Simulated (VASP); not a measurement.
Data:

```
CELL_PARAMETERS angstrom
      2.19580    -3.80324     0.00000
      2.19580     3.80324     0.00000
      0.00000     0.00000     6.01321
ATOMIC_POSITIONS crystal
  Te 0.00000 0.27837 0.66667
  Te 0.72163 0.72163 0.00000
  Te 0.27837 0.00000 0.33333
```

Level of theory: optB86b-vdW, VASP's PBE PAW potentials (set 64) (plane waves; VASP). Run with 520 eV cut-off, 5×5×4 Γ-centred mesh, Gaussian smearing of 0.050 eV, potentials Te.

What does the run give for the energy per atom (σ→0)?

```json
{
  "energy per atom (σ→0)": "-1.327 eV/atom"
}
```

The compound is Te in the trig structure. It was relaxed first. The start is the result of an earlier pass.
